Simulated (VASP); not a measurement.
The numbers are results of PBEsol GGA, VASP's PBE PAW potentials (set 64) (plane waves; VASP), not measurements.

VASP input:

INCAR:
```
# general
SYSTEM  = ZnS
PREC    = Accurate
ENCUT   = 300
LREAL   = Auto
LASPH   = .True.

# electronic loop
EDIFF   = 1E-6
NELM    = 100
ALGO    = Normal
LMAXMIX = 4

# smearing
ISMEAR  = 0
SIGMA   = 0.01

# functional
GGA     = PS

# ions
IBRION  = 2
NSW     = 50
ISIF    = 3
EDIFFG  = -0.01

# output
LWAVE   = .False.
LCHARG  = .False.
```

**POSCAR**
```
ZnS
1
    3.8582800000     0.0000000000     0.0000000000
   -1.9291400000     3.3413680000     0.0000000000
    0.0000000000     0.0000000000    25.2170320000
Zn S
8 8
Direct
  0.3333330000   0.6666670000   0.7499100000
  0.6666670000   0.3333330000   0.2499100000
  0.3333330000   0.6666670000   0.1247900000
  0.6666670000   0.3333330000   0.6247900000
  0.0000000000   0.0000000000   0.0000400000
  0.0000000000   0.0000000000   0.5000400000
  0.6666670000   0.3333330000   0.8753200000
  0.3333330000   0.6666670000   0.3753200000
  0.0000000000   0.0000000000   0.5937100000
  0.0000000000   0.0000000000   0.0937100000
  0.6666670000   0.3333330000   0.9689900000
  0.3333330000   0.6666670000   0.4689900000
  0.3333330000   0.6666670000   0.2185000000
  0.6666670000   0.3333330000   0.7185000000
  0.6666670000   0.3333330000   0.3439300000
  0.3333330000   0.6666670000   0.8439300000
```

File KPOINTS:
```
K-points
0
gamma
 5 5 1
```

POTCAR, in this order: Zn S (PBE.64 set). Program: vasp_std.

What will the output report for the number of irreducible k-points (NKPTS), largest plane-wave count, number of space-group operations, FFT grid (NGX, NGY, NGZ)?

number of irreducible k-points (NKPTS): 5
largest plane-wave count: 3899
number of space-group operations: 12
FFT grid (NGX, NGY, NGZ): 24 × 24 × 144

The structure comes from a computed database's ZnS entry; how it stands against other phases isn't given here. This run relaxes it. Symmetry was kept, so distortions that lower it aren't found. The run is one of a series of settings (EDIFFG = -0.01, IBRION = 2, ISIF = 3, NSW = 50 against the base run), some of them coarse on purpose.
